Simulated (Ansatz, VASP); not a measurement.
## Cross-check of Ti25C18O18 (Ti3C2O2 MXene, 1 layer) between VASP and Ansatz

Wanted: the spread between two codes on one cell, functional and k mesh. The cell is taken from a series of runs on this material, whose earlier steps may have relaxed, scaled, displaced or heated it; both programs get it as it stands.

Program: Ansatz 0.2.0. Level of theory: plane waves, with VASP 6.6.1 beside it; single point at PBE. Results are calculated unless marked as measured.

**1. Set-up**

The cell holds 61 atoms: 25 Ti, 18 C and 18 O. Its edges and angles: a = 9.120 Å, b = 9.120 Å, c = 20.900 Å, α = 90.0°, β = 90.0°, γ = 120.0°. It derives from Ti3C2O2 (Ti3C2O2 MXene). As first built, before any earlier steps moved the atoms (in the runner's words): 1 layer of Ti3C2O2 MXene (a = 3.04 A), 3 x 3 cells;; 2 Ti removed at random; every coordinate displaced by a Gaussian of 0.03 A. Vacuum lies along c.

**2. Ansatz: single point, PBE**

Ansatz runs on its default PAW (the set named soft_2) files.

A single point gives forces, pressure and levels at one fixed geometry, so differences don't come from the geometry; what else differs is listed under the comparison.

input.yaml reads:

```yaml
crystal:
  lattice:
    - [9.12, 0.0, 0.0]
    - [-4.56, 7.89815, 0.0]
    - [0.0, 0.0, 20.9]
  atoms:
    - { symbol: Ti, position: [0.99518, 0.9966, 0.50029] }
    - { symbol: C, position: [0.11156, 0.22162, 0.56145] }
    - { symbol: C, position: [0.22161, 0.11901, 0.43897] }
    - { symbol: Ti, position: [0.10974, 0.22207, 0.37761] }
    - { symbol: O, position: [0.99897, 0.99839, 0.66586] }
    - { symbol: O, position: [0.99969, 0.99851, 0.33704] }
    - { symbol: Ti, position: [0.99968, 0.32884, 0.49692] }
    - { symbol: C, position: [0.11054, 0.54848, 0.56064] }
    - { symbol: C, position: [0.22201, 0.44431, 0.44062] }
    - { symbol: Ti, position: [0.21671, 0.43984, 0.62213] }
    - { symbol: Ti, position: [0.11367, 0.55545, 0.3785] }
    - { symbol: O, position: [0.99938, 0.3356, 0.6634] }
    - { symbol: O, position: [0.00225, 0.33488, 0.33616] }
    - { symbol: Ti, position: [0.99943, 0.67158, 0.50033] }
    - { symbol: C, position: [0.11435, 0.89154, 0.56163] }
    - { symbol: C, position: [0.22521, 0.78257, 0.44045] }
    - { symbol: Ti, position: [0.2211, 0.7746, 0.62467] }
    - { symbol: Ti, position: [0.11248, 0.89265, 0.37747] }
    - { symbol: O, position: [0.99508, 0.66781, 0.66437] }
    - { symbol: O, position: [0.00229, 0.66841, 0.33615] }
    - { symbol: Ti, position: [0.334, 0.00159, 0.49943] }
    - { symbol: C, position: [0.44592, 0.22566, 0.55931] }
    - { symbol: C, position: [0.55532, 0.1105, 0.43825] }
    - { symbol: Ti, position: [0.56084, 0.11559, 0.62273] }
    - { symbol: Ti, position: [0.44928, 0.22504, 0.38081] }
    - { symbol: O, position: [0.33401, 0.00617, 0.6634] }
    - { symbol: O, position: [0.33735, 0.00492, 0.33584] }
    - { symbol: Ti, position: [0.33077, 0.33609, 0.49997] }
    - { symbol: C, position: [0.44404, 0.55575, 0.56115] }
    - { symbol: C, position: [0.5552, 0.44552, 0.44021] }
    - { symbol: Ti, position: [0.55215, 0.44156, 0.62295] }
    - { symbol: O, position: [0.32998, 0.33408, 0.66309] }
    - { symbol: O, position: [0.33284, 0.33348, 0.33701] }
    - { symbol: Ti, position: [0.33161, 0.66994, 0.50209] }
    - { symbol: C, position: [0.4426, 0.88765, 0.56103] }
    - { symbol: C, position: [0.54671, 0.76879, 0.44109] }
    - { symbol: Ti, position: [0.55418, 0.78139, 0.62243] }
    - { symbol: Ti, position: [0.44566, 0.8888, 0.37894] }
    - { symbol: O, position: [0.33853, 0.67428, 0.6663] }
    - { symbol: O, position: [0.33637, 0.66379, 0.33488] }
    - { symbol: Ti, position: [0.66558, 0.00302, 0.5014] }
    - { symbol: C, position: [0.77751, 0.21199, 0.55814] }
    - { symbol: C, position: [0.88935, 0.10006, 0.43832] }
    - { symbol: Ti, position: [0.89303, 0.11344, 0.62198] }
    - { symbol: Ti, position: [0.77725, 0.22316, 0.37754] }
    - { symbol: O, position: [0.66514, 0.00397, 0.66507] }
    - { symbol: O, position: [0.66903, 0.00179, 0.33499] }
    - { symbol: Ti, position: [0.66362, 0.33856, 0.50129] }
    - { symbol: C, position: [0.77559, 0.55139, 0.56368] }
    - { symbol: C, position: [0.88613, 0.44314, 0.43989] }
    - { symbol: Ti, position: [0.88913, 0.44479, 0.62058] }
    - { symbol: Ti, position: [0.78601, 0.55879, 0.3808] }
    - { symbol: O, position: [0.66665, 0.33622, 0.66262] }
    - { symbol: O, position: [0.66229, 0.33269, 0.33661] }
    - { symbol: Ti, position: [0.66699, 0.6656, 0.49931] }
    - { symbol: C, position: [0.77732, 0.89167, 0.5608] }
    - { symbol: C, position: [0.88794, 0.78241, 0.43746] }
    - { symbol: Ti, position: [0.88832, 0.77879, 0.62149] }
    - { symbol: Ti, position: [0.77981, 0.88968, 0.37926] }
    - { symbol: O, position: [0.67051, 0.6666, 0.66316] }
    - { symbol: O, position: [0.66345, 0.66885, 0.33464] }
kpoints:
  mp_grid: { grid: [2, 2, 1] }
hamiltonian:
  xc: pbe
scf:
  occupations: { method: gaussian, width: 0.05 }
output:
  forces: true
  populations: true
  dos:
    method: { smearing: { sigma: 0.1 } }
    de: 0.1
    projected:
      site_lists:
        C: [C]
        O: [O]
        Ti: [Ti]
        layer_1: [0, 1, 2, 3, 4, 5, 6, 7, 8, 9, 10, 11, 12, 13, 14, 15, 16, 17, 18, 19, 20, 21, 22, 23, 24, 25, 26, 27, 28, 29, 30, 31, 32, 33, 34, 35, 36, 37, 38, 39, 40, 41, 42, 43, 44, 45, 46, 47, 48, 49, 50, 51, 52, 53, 54, 55, 56, 57, 58, 59, 60]
  eigenvalues: true
  write_density: true
  write_potential: true
  volumetric_format: npy
```

The run is started by

```console
$ ansatz run input.yaml --threads 8 --pin off --max-ram 15872MiB --backend cpu --events-out ev --progress --plain --runs-dir out
```

Numbers of over 12 decimals in the logs are rounded to 6 here.

The program printed:

```text
Engine: ansatz 0.2.0, aarch64-unknown-linux-gnu
Pseudopotentials: kind: paw
Pseudopotential: Ti, paw, valence charge 12, recommended cutoff 420 eV (normal), Ti.paw.azcp
Pseudopotential: C, paw, valence charge 4, recommended cutoff 420 eV (normal), C.paw.azcp
Pseudopotential: O, paw, valence charge 6, recommended cutoff 420 eV (normal), O.paw.azcp
Functional definition: PBE
  parameter kappa = 0.804
  parameter beta = 0.066725
  exchange = pbe_x(kappa = kappa, mu = beta*pi^2/3)
  correlation = pbe_c(beta = beta)
Crystal: 61 atoms, lattice volume = 1505.451 Å³
Basis set: ecut = 420 eV, 29385 PW (Γ), exchange–correlation on 128×128×288 points (8 copies of the dense FFT grid, shifted against one another)
Bands: 301, of which v1, the nominal top of the filled ones, is band 240 counted from 1 (239 counted from 0)
Symmetry: 1 space group operations
Space group: P1 (ITA 1), of the structure as read, at distance tolerance 1.1e-4 Å
k-points: 4
Non-local potential: Ti, projectors of the file, l = 0: 3, l = 1: 2, l = 2: 3, l = 3: 1
Non-local potential: C, projectors of the file, l = 0: 2, l = 1: 2, l = 2: 1
Non-local potential: O, projectors of the file, l = 0: 2, l = 1: 2, l = 2: 1
PAW form: soft (Blöchl's): semilocal exchange-correlation on the pseudo side does not see the compensation charge
PAW one-centre angular grid: Ti, 590 points (default); XC on 64 Gauss nodes
PAW one-centre angular grid: C, 110 points (default); XC on 64 Gauss nodes
PAW one-centre angular grid: O, 110 points (default); XC on 64 Gauss nodes
Initial density: superposition of atomic densities (neutral atoms: chi_scale 0, normalization atom), corrected by the library's trained network
Initial wavefunctions: pseudopotential atomic-orbital guess
Functional: x = pbe(κ = 0.804, μ = 0.219515), c = pbe(β = 0.066725)
SCF iter   1: F=—  HF=-77262.558518 eV  |F-HF|=—  |Δ(HF+E_count)|=         —  Δρ=6.43e-3  dr2=2.46e0  ethr=1.77e-3  ⟨swp⟩=6.0  Hψ=4877  notcnv=0  defer=130
preconditioner: auto → LDOS  [insulator: Δε(μ)=0.063 eV  Ē_g=7.990 eV  σ=0.050 eV  W_gap=0.62  n_scr=296 (ndim 8)  ℏωp=16.0 eV  f_vac=0.556  D(μ)=11.09/eV (n_scr^D=36)  ε∞_Penn≈5.0  β→1.0]
SCF iter   2: F=—  HF=-77262.619629 eV  |F-HF|=—  |Δ(HF+E_count)|=   6.11e-2  Δρ=7.93e-3  dr2=2.64e0  ethr=5.13e-4  ⟨swp⟩=2.8  Hψ=1791  notcnv=0  defer=220
SCF iter   3: F=—  HF=-77262.326661 eV  |F-HF|=—  |Δ(HF+E_count)|=   2.93e-1  Δρ=1.39e-3  dr2=4.24e-2  ethr=5.13e-4  ⟨swp⟩=2.0  Hψ=1327  notcnv=0  defer=220
SCF iter   4: F=—  HF=-77262.331678 eV  |F-HF|=—  |Δ(HF+E_count)|=   5.02e-3  Δρ=7.66e-4  dr2=1.56e-2  ethr=8.84e-6  ⟨swp⟩=3.0  Hψ=2285  notcnv=0  defer=220
SCF iter   5: F=—  HF=-77262.330948 eV  |F-HF|=—  |Δ(HF+E_count)|=   7.30e-4  Δρ=2.98e-4  dr2=2.28e-3  ethr=3.24e-6  ⟨swp⟩=2.0  Hψ=1881  notcnv=0  defer=220
SCF iter   6: F=—  HF=-77262.331247 eV  |F-HF|=—  |Δ(HF+E_count)|=   2.99e-4  Δρ=1.69e-4  dr2=6.73e-4  ethr=4.75e-7  ⟨swp⟩=2.0  Hψ=1650  notcnv=0  defer=220
SCF iter   7: F=—  HF=-77262.331393 eV  |F-HF|=—  |Δ(HF+E_count)|=   1.47e-4  Δρ=9.60e-5  dr2=2.17e-4  ethr=1.40e-7  ⟨swp⟩=2.0  Hψ=1408  notcnv=0  defer=220
SCF iter   8: F=—  HF=-77262.331429 eV  |F-HF|=—  |Δ(HF+E_count)|=   3.61e-5  Δρ=5.96e-5  dr2=8.90e-5  ethr=4.52e-8  ⟨swp⟩=2.8  Hψ=1425  notcnv=0  defer=220
SCF iter   9: F=—  HF=-77262.332793 eV  |F-HF|=—  |Δ(HF+E_count)|=   1.36e-3  Δρ=2.67e-5  dr2=1.64e-5  ethr=1.85e-8  ⟨swp⟩=2.0  Hψ=1684  notcnv=0  defer=220
SCF iter  10: F=—  HF=-77262.332801 eV  |F-HF|=—  |Δ(HF+E_count)|=   8.38e-6  Δρ=1.24e-5  dr2=3.37e-6  ethr=3.42e-9  ⟨swp⟩=2.0  Hψ=1484  notcnv=0  defer=220
SCF iter  11: F=—  HF=-77262.332806 eV  |F-HF|=—  |Δ(HF+E_count)|=   4.66e-6  Δρ=5.99e-6  dr2=7.84e-7  ethr=7.02e-10  ⟨swp⟩=2.8  Hψ=1478  notcnv=0  defer=220
SCF iter  12: F=—  HF=-77262.332806 eV  |F-HF|=—  |Δ(HF+E_count)|=   5.29e-7  Δρ=3.01e-6  dr2=1.81e-7  ethr=1.63e-10  ⟨swp⟩=3.0  Hψ=1793  notcnv=0  defer=220
SCF iter  13: F=-77262.332807 eV  HF=-77262.332807 eV  |F-HF|=3.76e-7  |Δ(HF+E_count)|=   3.33e-7  Δρ=1.44e-6  dr2=4.89e-8  ethr=2.08e-11  ⟨swp⟩=19.0  Hψ=10088  notcnv=0
SCF 1 converged in 13 iterations: F = -77262.332807 eV  dr2 = 4.89e-8
  greatest PAW one-centre occupation: 0.999 electrons in one spin orbital (limit 2), on the Ti atom at site 57 (counted from 0), in its partial waves of l = 0
[...]
k-point 2: bands = [... 236 lower, 0.5358, 0.6745, 0.8018, 0.8592, 1.0762, 1.2532, 1.2873, 1.3282, ... 57 higher]
  k-point 3: bands = [... 236 lower, 0.5377, 0.6883, 0.7697, 0.8628, 1.0346, 1.2602, 1.2930, 1.3388, ... 57 higher]
--- Löwdin populations: 61 sites ---
  site symbol       q [e]
     0     Ti     11.1385
     1      C      4.6630
     2      C      4.8314
     3     Ti     10.8784
     4      O      6.5150
     5      O      6.5641
     6     Ti     11.1576
     7      C      4.8573
     8      C      4.6729
     9     Ti     10.8829
    10     Ti     10.8671
    11      O      6.5769
    12      O      6.5850
    13     Ti     11.1450
    14      C      4.6656
    15      C      4.8458
    16     Ti     10.8547
    17     Ti     10.8595
    18      O      6.5789
    19      O      6.5823
    20     Ti     11.1265
    21      C      4.6772
    22      C      4.8563
    23     Ti     10.8690
[...]
53      O      6.5721
    54     Ti     11.1271
    55      C      4.8410
    56      C      4.8427
    57     Ti     10.8777
    58     Ti     10.8918
    59      O      6.5862
    60      O      6.5141
  spilling = 0.003387 (of n_electrons = 480.000000)
```

In the SCF lines HF is the Harris–Foulkes energy and dr2 the Hartree energy of the density residual, in eV; the loop may stop once dr2 is under the threshold and the program's other checks hold. Hψ counts applications of the Hamiltonian.

**3. VASP: single point, PBE**

The same cell, functional, mesh and smearing now go to VASP, with its own data sets.

Lines of VASP's logs that name or quote its potential files are left out, and so is its time.

INCAR reads:

```
SYSTEM = Ti25C18O18
PREC = Accurate
ENCUT = 520
EDIFF = 1E-06
NELM = 120
ISMEAR = 0
SIGMA = 0.05
LREAL = Auto
ALGO = Normal
GGA = PE
NBANDS = 288
LASPH = .TRUE.
LORBIT = 11
LWAVE = .FALSE.
LCHARG = .FALSE.
ISIF = 2
GGA_COMPAT = .FALSE.
KPAR = 4
```

POSCAR reads:

```
Ti25C18O18
1.0
    9.1200000000      0.0000000000      0.0000000000
   -4.5600000000      7.8981500000      0.0000000000
    0.0000000000      0.0000000000     20.9000000000
Ti C O
25 18 18
Direct
    0.9951800000      0.9966000000      0.5002900000
    0.1097400000      0.2220700000      0.3776100000
    0.9996800000      0.3288400000      0.4969200000
    0.2167100000      0.4398400000      0.6221300000
    0.1136700000      0.5554500000      0.3785000000
    0.9994300000      0.6715800000      0.5003300000
    0.2211000000      0.7746000000      0.6246700000
    0.1124800000      0.8926500000      0.3774700000
    0.3340000000      0.0015900000      0.4994300000
    0.5608400000      0.1155900000      0.6227300000
    0.4492800000      0.2250400000      0.3808100000
    0.3307700000      0.3360900000      0.4999700000
    0.5521500000      0.4415600000      0.6229500000
    0.3316100000      0.6699400000      0.5020900000
    0.5541800000      0.7813900000      0.6224300000
    0.4456600000      0.8888000000      0.3789400000
    0.6655800000      0.0030200000      0.5014000000
    0.8930300000      0.1134400000      0.6219800000
    0.7772500000      0.2231600000      0.3775400000
    0.6636200000      0.3385600000      0.5012900000
    0.8891300000      0.4447900000      0.6205800000
    0.7860100000      0.5587900000      0.3808000000
    0.6669900000      0.6656000000      0.4993100000
    0.8883200000      0.7787900000      0.6214900000
    0.7798100000      0.8896800000      0.3792600000
    0.1115600000      0.2216200000      0.5614500000
    0.2216100000      0.1190100000      0.4389700000
    0.1105400000      0.5484800000      0.5606400000
    0.2220100000      0.4443100000      0.4406200000
    0.1143500000      0.8915400000      0.5616300000
    0.2252100000      0.7825700000      0.4404500000
    0.4459200000      0.2256600000      0.5593100000
    0.5553200000      0.1105000000      0.4382500000
    0.4440400000      0.5557500000      0.5611500000
    0.5552000000      0.4455200000      0.4402100000
    0.4426000000      0.8876500000      0.5610300000
    0.5467100000      0.7687900000      0.4410900000
    0.7775100000      0.2119900000      0.5581400000
    0.8893500000      0.1000600000      0.4383200000
    0.7755900000      0.5513900000      0.5636800000
    0.8861300000      0.4431400000      0.4398900000
    0.7773200000      0.8916700000      0.5608000000
    0.8879400000      0.7824100000      0.4374600000
    0.9989700000      0.9983900000      0.6658600000
    0.9996900000      0.9985100000      0.3370400000
    0.9993800000      0.3356000000      0.6634000000
    0.0022500000      0.3348800000      0.3361600000
    0.9950800000      0.6678100000      0.6643700000
    0.0022900000      0.6684100000      0.3361500000
    0.3340100000      0.0061700000      0.6634000000
    0.3373500000      0.0049200000      0.3358400000
    0.3299800000      0.3340800000      0.6630900000
    0.3328400000      0.3334800000      0.3370100000
    0.3385300000      0.6742800000      0.6663000000
    0.3363700000      0.6637900000      0.3348800000
    0.6651400000      0.0039700000      0.6650700000
    0.6690300000      0.0017900000      0.3349900000
    0.6666500000      0.3362200000      0.6626200000
    0.6622900000      0.3326900000      0.3366100000
    0.6705100000      0.6666000000      0.6631600000
    0.6634500000      0.6688500000      0.3346400000
```

KPOINTS reads:

```
Automatic mesh
0
Gamma
2 2 1
0 0 0
```

The projector-augmented-wave data sets are Ti_sv, C and O (PBE family, release 64).

The run is started by

```console
$ mpirun -np 8 vasp_std
```

The program printed:

```text
[banner, memory and clock lines left out]
running    8 mpi-ranks, on    1 nodes
[...]
|                                                                             |
|           W    W    AA    RRRRR   N    N  II  N    N   GGGG   !!!           |
|           W    W   A  A   R    R  NN   N  II  NN   N  G    G  !!!           |
|           W    W  A    A  R    R  N N  N  II  N N  N  G       !!!           |
|           W WW W  AAAAAA  RRRRR   N  N N  II  N  N N  G  GGG   !            |
|           WW  WW  A    A  R   R   N   NN  II  N   NN  G    G                |
|           W    W  A    A  R    R  N    N  II  N    N   GGGG   !!!           |
|                                                                             |
|     For optimal performance we recommend to set                             |
|       NCORE = 2 up to number-of-cores-per-socket                            |
|     NCORE specifies how many cores store one orbital (NPAR=cpu/NCORE).      |
|     This setting can greatly improve the performance of VASP for DFT.       |
|     The default, NCORE=1 might be grossly inefficient on modern             |
|     multi-core architectures or massively parallel machines. Do your        |
|     Unfortunately you need to use the default for GW and RPA                |
|     calculations (for HF NCORE is supported but not extensively tested      |
|     yet).                                                                   |
|                                                                             |

 LDA part: xc-table for (Slater+PW92), standard interpolation
 POSCAR, INCAR and KPOINTS ok, starting setup
[...]
entering main loop
       N       E                     dE             d eps       ncg     rms          rms(c)
DAV:   1     0.717623430913E+04    0.71762E+04   -0.24072E+05  2392   0.170E+03
DAV:   2     0.735112169867E+03   -0.64411E+04   -0.61932E+04  2472   0.541E+02
DAV:   3    -0.533405194542E+03   -0.12685E+04   -0.12362E+04  3376   0.219E+02
DAV:   4    -0.679833354133E+03   -0.14643E+03   -0.14546E+03  3512   0.690E+01
[...]
DAV:  35    -0.535658664715E+03   -0.40703E-05   -0.12183E-07  1368   0.809E-04    0.228E-04
DAV:  36    -0.535658667053E+03   -0.23384E-05   -0.80817E-08  1352   0.619E-04    0.146E-04
DAV:  37    -0.535658667741E+03   -0.68724E-06   -0.29086E-09  1320   0.494E-04
   1 F= -.53565867E+03 E0= -.53564676E+03  d E =-.238173E-01
```

Parts of OUTCAR (step 3):

```text
  Total       -1.2456906     -3.8632178     12.8222705     -0.2257508     -2.0292673      1.3249005
  in kB       -1.3257275     -4.1114336     13.6461146     -0.2402556     -2.1596498      1.4100268
  external PRESSURE =       2.7363178 kB  Pullay stress =       0.0000000 kB

 POSITION                                       TOTAL-FORCE (eV/Angst)
 -----------------------------------------------------------------------------------
      4.53155      7.87130     10.45606         0.811589      0.826669      0.258400
     -0.01181      1.75394      7.89205         2.399987      1.522403     -1.648953
      7.61757      2.59723     10.38563        -0.257469      0.393103      0.751224
     -0.02928      3.47392     13.00252         2.399535     -0.737748      1.459756
     -1.49618      4.38703      7.91065         2.375554      1.152582     -1.960200
      6.05240      5.30424     10.45690         0.502839     -0.411652      0.005088
     -1.51574      6.11791     13.05560        -0.526537      2.594114      1.295577
     -3.04467      7.05028      7.88912         0.527599      0.227055     -0.650287
      3.03883      0.01256     10.43809        -0.650095      0.495481      0.566439
      4.58777      0.91295     13.01506        -2.747565     -1.344233      1.491570
      3.07125      1.77740      7.95893        -2.416041      1.212941     -2.404085
      1.48405      2.65449     10.44937         0.344503     -0.210355      0.084902
      3.02209      3.48751     13.01966        -2.111247     -0.747306      1.364699
     -0.03064      5.29129     10.49368         0.603957     -0.865968     -0.392530
[...]
-----------------------------------------------------------------------------------
    total drift:                                0.067509     -0.010252      0.002989

  FREE ENERGIE OF THE ION-ELECTRON SYSTEM (eV)
  ---------------------------------------------------
  free  energy   TOTEN  =      -535.6586677407 eV

  energy  without entropy=     -535.6348504856  energy(sigma->0) =     -535.64675911

[... 2 further parts left out ...]
```

This run has no spin polarisation, so a moment on Ti, if there is one, isn't seen.

**4. Side by side**

Known differences besides the potentials themselves: the cutoff is 420 eV in Ansatz and 520 eV in VASP (PREC = Accurate, projectors in real space). Total energies have different zeros and are not compared.

Forces on 10 of the 61 atoms, those with the largest forces and the largest differences (eV/Å; atoms numbered as in POSCAR):

| atom | Ansatz x, y, z | VASP x, y, z |
| --- | --- | --- |
| Ti2 | 2.405, 1.515, -1.695 | 2.400, 1.522, -1.649 |
| Ti5 | 2.376, 1.148, -2.007 | 2.376, 1.153, -1.960 |
| Ti10 | -2.753, -1.356, 1.544 | -2.748, -1.344, 1.492 |
| Ti11 | -2.402, 1.207, -2.456 | -2.416, 1.213, -2.404 |
| Ti18 | 2.173, -1.454, 1.948 | 2.168, -1.454, 1.908 |
| Ti22 | -3.027, 0.649, -2.663 | -3.045, 0.633, -2.622 |
| Ti25 | -0.867, -2.669, -2.614 | -0.880, -2.672, -2.566 |
| O52 | 0.146, 1.767, -0.815 | 0.149, 1.719, -0.771 |
| O54 | -0.131, -0.413, -0.104 | -0.124, -0.435, -0.043 |
| O58 | 0.759, -0.249, 0.533 | 0.761, -0.242, 0.594 |

The forces differ by 24 meV/Å r.m.s., which is 2.1 % of the r.m.s. force of 1.129 eV/Å (both taken over all components).

**5. Summary of results**

```json
{"r.m.s. force difference (single point, PBE)": "2.1 % of the r.m.s. force"}
```

In words: The r.m.s. force difference is 2.1 % of the r.m.s. force (single point, PBE), within the 3 % picked in this series as the mark of a large difference. Such differences can come from data sets, numerical settings and the points named under the comparisons, not from the functional's error against experiment.

[Lines on the potential files, build, host, timing and source positions are cut from VASP's logs without a mark.]

[Logs are printed without paths, hosts, clocks, repeated set-up lines and the standing remarks that a program may print on its own settings, such as how far it seeks lower states.]

[Hosts, paths, dates, database ids (printed as entryN), source tags and the programs' standing remarks are cut or masked in the printed files.]
